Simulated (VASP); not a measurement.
Here is the system:

```
CELL_PARAMETERS angstrom
      0.00000     2.75000     2.75000
      2.75000     0.00000     2.75000
      2.75000     2.75000     0.00000
ATOMIC_POSITIONS crystal
  Li 0.00000 0.00000 0.00000
  Br 0.50000 0.50000 0.50000
```

All values below come from G0W0 on PBE orbitals, VASP's PBE PAW potentials (set 64) (plane waves; VASP). Run with PREC = Normal, 500 eV cut-off, 6×6×6 Γ-centred mesh, Gaussian smearing of 0.010 eV, potentials Li_sv_GW Br_GW.

The mesh is coarse and the basis finite, so the quasiparticle values are not converged.

NBANDS = 128, ENCUTGW = 180 eV, NOMEGA = 64. The PBE levels (eV) that the step starts from are:

```tsv
state	KS energy	filling
k1 (0.00, 0.00, 0.00), band 2	-13.34	2
k1 (0.00, 0.00, 0.00), band 3	0.10	2
k1 (0.00, 0.00, 0.00), band 4	0.10	2
k1 (0.00, 0.00, 0.00), band 5	0.10	2
k1 (0.00, 0.00, 0.00), band 6	5.02	0
k1 (0.00, 0.00, 0.00), band 7	10.60	0
k1 (0.00, 0.00, 0.00), band 8	10.60	0
k1 (0.00, 0.00, 0.00), band 9	10.60	0
k6 (0.33, 0.17, 0.00), band 2	-12.99	2
k6 (0.33, 0.17, 0.00), band 3	-1.84	2
k6 (0.33, 0.17, 0.00), band 4	-0.47	2
k6 (0.33, 0.17, 0.00), band 5	-0.44	2
k6 (0.33, 0.17, 0.00), band 6	7.04	0
k6 (0.33, 0.17, 0.00), band 7	8.23	0
k6 (0.33, 0.17, 0.00), band 8	9.03	0
k6 (0.33, 0.17, 0.00), band 9	10.07	0
k8 (-0.33, 0.17, 0.00), band 2	-12.87	2
k8 (-0.33, 0.17, 0.00), band 3	-2.37	2
k8 (-0.33, 0.17, 0.00), band 4	-0.98	2
k8 (-0.33, 0.17, 0.00), band 5	-0.18	2
k8 (-0.33, 0.17, 0.00), band 6	6.70	0
k8 (-0.33, 0.17, 0.00), band 7	8.56	0
k8 (-0.33, 0.17, 0.00), band 8	8.66	0
k8 (-0.33, 0.17, 0.00), band 9	10.49	0
```

Task: Give the quasiparticle energies and renormalisation factors Z.

Result: 
```json
[
 {"state": "k1 (0.00, 0.00, 0.00), band 2", "QP energy (eV)": "-14.89", "Z": "0.74"},
 {"state": "k1 (0.00, 0.00, 0.00), band 3", "QP energy (eV)": "-1.49", "Z": "0.79"},
 {"state": "k1 (0.00, 0.00, 0.00), band 4", "QP energy (eV)": "-1.49", "Z": "0.79"},
 {"state": "k1 (0.00, 0.00, 0.00), band 5", "QP energy (eV)": "-1.49", "Z": "0.79"},
 {"state": "k1 (0.00, 0.00, 0.00), band 6", "QP energy (eV)": "5.67", "Z": "0.83"},
 {"state": "k1 (0.00, 0.00, 0.00), band 7", "QP energy (eV)": "11.35", "Z": "0.82"},
 {"state": "k1 (0.00, 0.00, 0.00), band 8", "QP energy (eV)": "11.35", "Z": "0.82"},
 {"state": "k1 (0.00, 0.00, 0.00), band 9", "QP energy (eV)": "11.35", "Z": "0.82"},
 {"state": "k6 (0.33, 0.17, 0.00), band 2", "QP energy (eV)": "-14.50", "Z": "0.75"},
 {"state": "k6 (0.33, 0.17, 0.00), band 3", "QP energy (eV)": "-3.61", "Z": "0.78"},
 {"state": "k6 (0.33, 0.17, 0.00), band 4", "QP energy (eV)": "-2.11", "Z": "0.79"},
 {"state": "k6 (0.33, 0.17, 0.00), band 5", "QP energy (eV)": "-2.08", "Z": "0.79"},
 {"state": "k6 (0.33, 0.17, 0.00), band 6", "QP energy (eV)": "7.76", "Z": "0.82"},
 {"state": "k6 (0.33, 0.17, 0.00), band 7", "QP energy (eV)": "9.03", "Z": "0.82"},
 {"state": "k6 (0.33, 0.17, 0.00), band 8", "QP energy (eV)": "9.71", "Z": "0.82"},
 {"state": "k6 (0.33, 0.17, 0.00), band 9", "QP energy (eV)": "10.93", "Z": "0.81"},
 {"state": "k8 (-0.33, 0.17, 0.00), band 2", "QP energy (eV)": "-14.35", "Z": "0.76"},
 {"state": "k8 (-0.33, 0.17, 0.00), band 3", "QP energy (eV)": "-4.20", "Z": "0.78"},
 {"state": "k8 (-0.33, 0.17, 0.00), band 4", "QP energy (eV)": "-2.67", "Z": "0.79"},
 {"state": "k8 (-0.33, 0.17, 0.00), band 5", "QP energy (eV)": "-1.81", "Z": "0.79"},
 {"state": "k8 (-0.33, 0.17, 0.00), band 6", "QP energy (eV)": "7.40", "Z": "0.83"},
 {"state": "k8 (-0.33, 0.17, 0.00), band 7", "QP energy (eV)": "9.35", "Z": "0.82"},
 {"state": "k8 (-0.33, 0.17, 0.00), band 8", "QP energy (eV)": "9.52", "Z": "0.82"},
 {"state": "k8 (-0.33, 0.17, 0.00), band 9", "QP energy (eV)": "11.32", "Z": "0.79"}
]
```
On the mesh the gap opens from 4.92 to 7.16 eV.

The compound is LiBr in the rock salt structure. The cell was not relaxed at this level.
